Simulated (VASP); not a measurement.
```
CELL_PARAMETERS angstrom
      3.01348     0.00000     0.00000
     -1.50674     2.60975     0.00000
      0.00000     0.00000     4.06937
ATOMIC_POSITIONS crystal
  B  0.33333 0.66667 0.50000
  B  0.66667 0.33333 0.50000
  Ag 0.00000 0.00000 0.00000
```

Calculation: r2SCAN meta-GGA, VASP's PBE PAW potentials (set 64) (plane waves; VASP). Numerical set-up: 520 eV cut-off, 13×13×9 Γ-centred mesh, tetrahedra with Blöchl corrections, potentials B Ag.

Problem. Estimate the energy per atom (σ→0), band gap (over mesh and band path) with the smallest direct gap where there is one.

Solution. 
| Item | Value |
|---|---|
| band gap (over mesh and band path) | none (metal, semimetal or under 0.01 eV) |
| energy per atom (σ→0) | -11.496 eV/atom |

The absolute energy has meaning only against runs of the same code, potentials and settings.

The structure comes from a measured AgB2 entry (P6/mmm) of the Crystallography Open Database, whose conditions weren't checked. It was relaxed first, which changed the volume by +27 %. The electron count is odd and the run is not spin-polarised, which forces a metal.
